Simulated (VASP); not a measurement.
**Ga2BiAs (space group R3m): computed properties**

All values below come from LDA (Ceperley-Alder, Perdew-Zunger), VASP's LDA PAW potentials (set 64) (plane waves; VASP 6.6.1).

```json
{
  "space_group": "R3m (160)",
  "cell": "a = 4.1878 Å, b = 4.1878 Å, c = 20.6851 Å, α = 90.00°, β = 90.00°, γ = 120.00°",
  "volume_per_atom": "26.18 Å^3/atom",
  "band gap (over mesh and band path)": "none (metal, semimetal or under 0.01 eV)",
  "density": "6.71 g/cm³"
}
```

```cif
data_As3Bi3Ga6
_chemical_formula_sum 'Ga6 Bi3 As3'
_space_group_name_H-M_alt 'R3m :H'
_space_group_IT_number 160
_space_group_name_Hall 'R 3 -2"'
_cell_length_a 4.18778
_cell_length_b 4.18778
_cell_length_c 20.68508
_cell_angle_alpha 90.000
_cell_angle_beta 90.000
_cell_angle_gamma 120.000
loop_
_atom_site_label
_atom_site_type_symbol
_atom_site_symmetry_multiplicity
_atom_site_Wyckoff_symbol
_atom_site_fract_x
_atom_site_fract_y
_atom_site_fract_z
_atom_site_occupancy
Ga1 Ga 3 a 0.00000 0.00000 0.88305 1
Ga2 Ga 3 a 0.00000 0.00000 0.36781 1
Bi1 Bi 3 a 0.00000 0.00000 0.49882 1
As1 As 3 a 0.00000 0.00000 0.00033 1
```
(The calculation used a cell of 4 atoms; values per cell refer to that cell.)

Unless said otherwise, spin-orbit coupling is left out, though it shifts the bands of the heavy elements here.

The structure comes from a computed database's Ga2BiAs entry (R3m); how it stands against other phases isn't given here. It was relaxed first, which changed the volume by -9 %. Symmetry was kept, so distortions that lower it aren't found.
